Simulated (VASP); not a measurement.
Here is the system:

```yaml
crystal:
  lattice:
    - [3.92151, 0.00000, 0.00000]
    - [0.00000, 3.92151, 0.00000]
    - [0.00000, 0.00000, 3.92151]
  atoms:
    - { symbol: Sr, position: [0.00000, 0.00000, 0.00000] }
    - { symbol: Ti, position: [0.50000, 0.50000, 0.50000] }
    - { symbol: O, position: [0.50000, 0.00000, 0.50000] }
    - { symbol: O, position: [0.00000, 0.50000, 0.50000] }
    - { symbol: O, position: [0.50000, 0.50000, 0.00000] }
```

The numbers are results of PBE GGA with D3 dispersion (zero damping), VASP's PBE PAW potentials (set 64) (plane waves; VASP), not measurements. Settings: 520 eV cut-off, 6×6×6 Γ-centred mesh, tetrahedra with Blöchl corrections, potentials Sr_sv Ti_sv O.

Problem. Predict the energy per atom (σ→0), band gap (on the k-mesh) with the smallest direct gap where there is one.

Solution. 
The band gap (on the k-mesh) comes out as 1.83 eV. The smallest direct gap (on the k-mesh) comes out as 2.19 eV and the energy per atom (σ→0) is -8.199 eV/atom.

Only differences to runs with the same potentials and settings are physical.

The compound is SrTiO3 in the cubic perovskite structure, the ideal cubic form; the compound distorts at low or room temperature. It was relaxed first.
